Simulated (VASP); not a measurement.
Wanted: the native input for a VASP 6.6.1 run.

| Item | Value |
| --- | --- |
| Task | relaxation of cell and atoms |
| Functional | PBE |
| Potentials or basis | VASP PAW PBE potentials, release 64 (Ge_d, B, C) |
| Cutoff | 520 eV |
| k mesh | 4 × 4 × 4 |
| Occupations | gaussian, width 0.15 eV |
| Spin | no spin polarisation |
| Further INCAR settings | PREC = Normal; ALGO = Fast; EDIFF = 0.0001; IBRION = 2; EDIFFG = -0.08; NSW = 24; ISIF = 3 |

The structure of Ge3B2C3 lies in POSCAR:

```
Ge3B2C3
1.0
    5.5653750000      0.0000000000      0.0000000000
   -2.7826875000      4.8197561300      0.0000000000
    0.0000000000      0.0000000000      4.3068632100
Ge B C
3 2 3
Direct
    0.3333333300      0.6666666700      0.5000000000
    0.6666666700      0.3333333300      0.5000000000
    0.0000000000      0.0000000000      0.0000000000
    0.3333333300      0.6666666700      0.0000000000
    0.6666666700      0.3333333300      0.0000000000
    0.5000000000      0.0000000000      0.5000000000
    0.0000000000      0.5000000000      0.5000000000
    0.5000000000      0.5000000000      0.5000000000
```

The cell was built by a generator and needn't be a form met in nature.

One way to write it, as run:

INCAR

```
SYSTEM = Ge3B2C3
ALGO = Fast ; EDIFF = 1E-4
EDIFFG = -0.08 ; ENCUT = 520
GGA = PE ; IBRION = 2
ISIF = 3 ; ISMEAR = 0
LASPH = .TRUE. ; LCHARG = .FALSE.
LREAL = .FALSE. ; LWAVE = .FALSE.
NELM = 60 ; NSW = 24
PREC = Normal ; SIGMA = 0.15
```

KPOINTS

```
k-points
0
G
  4 4 4
  0 0 0
```

Potentials or basis: VASP PAW PBE potentials, release 64 (Ge_d, B, C).

Launch:

```console
$ cat potpaw_PBE.64/Ge_d/POTCAR potpaw_PBE.64/B/POTCAR potpaw_PBE.64/C/POTCAR > POTCAR
$ mpirun -np 1 vasp_std > vasp.out
```

It gave:

```json
{
  "Relaxed volume": "19.17 Å³/atom",
  "Relaxed cell": "a = 6.409 Å, b = 6.409 Å, c = 4.311 Å, α = 90.00°, β = 90.00°, γ = 120.00°",
  "Space group after relaxing (to 0.05 Å)": "P6/mmm (No. 191)",
  "Energy gained by relaxing": "720.3 meV/atom",
  "Ionic steps": "10",
  "Pressure after relaxing": "-0.2 GPa",
  "Band gap on the k mesh": "none (metal or under the smearing width)"
}
```

Caveat: the k mesh is coarse (spacing up to 0.36 Å⁻¹), so the values aren't converged; the volume moved by over 15 % at a fixed basis, so the end points are rough.

It took 4.4 min on 1 thread of Intel(R) Xeon(R) Platinum 8259CL CPU @ 2.50GHz (Skylake/Cascade Lake), on a shared host, peak memory 0.2 GiB.
